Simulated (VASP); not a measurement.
An input for Quantum ESPRESSO's pw.x (written as the equivalent of a VASP run, and not itself run):

```
&CONTROL
  calculation = 'scf'
  pseudo_dir = './pseudo'
  outdir = './out'
  tprnfor = .true.
  tstress = .false.
/
&SYSTEM
  ibrav = 0
  nat = 2
  ntyp = 2
  ecutwfc = 84
  occupations = 'smearing'
  smearing = 'gaussian'
  degauss = 0.003675
  input_dft = 'pbe0'
  nqx1 = 6
  nqx2 = 6
  nqx3 = 6
/
&ELECTRONS
  conv_thr = 7.3e-08
  electron_maxstep = 60
/
ATOMIC_SPECIES
  Sr 87.620 Sr.upf
  O 15.999 O.upf
CELL_PARAMETERS angstrom
     0.0000000    2.5218567    2.5218567
     2.5218567    0.0000000    2.5218567
     2.5218567    2.5218567    0.0000000
ATOMIC_POSITIONS crystal
  Sr   0.0000000  0.0000000  0.0000000
  O    0.5000000  0.5000000  0.5000000
K_POINTS automatic
  6 6 6 0 0 0
```

**Question.** Translate this input to VASP (INCAR, KPOINTS, POSCAR, choice of POTCAR).

**Answer.** Several could match; the one computed here: 
INCAR:
```
# general
SYSTEM  =SrO
PREC    =Accurate
ENCUT   =520   # plane-wave cut-off (eV)
LREAL   =.FALSE.   # projection in real space or not
LASPH   =.TRUE.
ISYM    =3

# electronic loop
EDIFF   =1E-6
NELM    =60
ALGO    =Normal   # blocked Davidson
LMAXMIX =4   # l cut-off of mixed one-centre charges

# smearing
ISMEAR  =0
SIGMA   =0.05

# functional
GGA     =PE   # PBE
LHFCALC =.TRUE.
AEXX    =0.25
HFRCUT  =-1
PRECFOCK=Fast

# ions
ISIF    =2   # forces and stress, cell fixed

# output
LWAVE   =.FALSE.
LCHARG  =.FALSE.
```

KPOINTS:
```
Automatic mesh
0
G
 6 6 6
0 0 0
```

**POSCAR**
```
SrO
1
    0.0000000000     2.5218566518     2.5218566518
    2.5218566518     0.0000000000     2.5218566518
    2.5218566518     2.5218566518     0.0000000000
Sr O
1 1
Direct
  0.0000000000   0.0000000000   0.0000000000
  0.5000000000   0.5000000000   0.5000000000
```

POTCAR, in this order: Sr_sv O (PBE.64 set). Program: vasp_std. Read from the step before: WAVECAR.

The two are equivalent in intent, not identical: the potentials are each code's own (VASP's PAW set, PseudoDojo norm-conserving files in pw.x), so ENCUT and ecutwfc are chosen apart and not converted; conv_thr bounds pw.x's estimated SCF error, while EDIFF bounds the energy change between steps; the singularity of exact exchange is treated differently by default.

The compound is SrO in the rock salt structure. This cell is one point of a volume scan, at 0.91 of the reference volume.
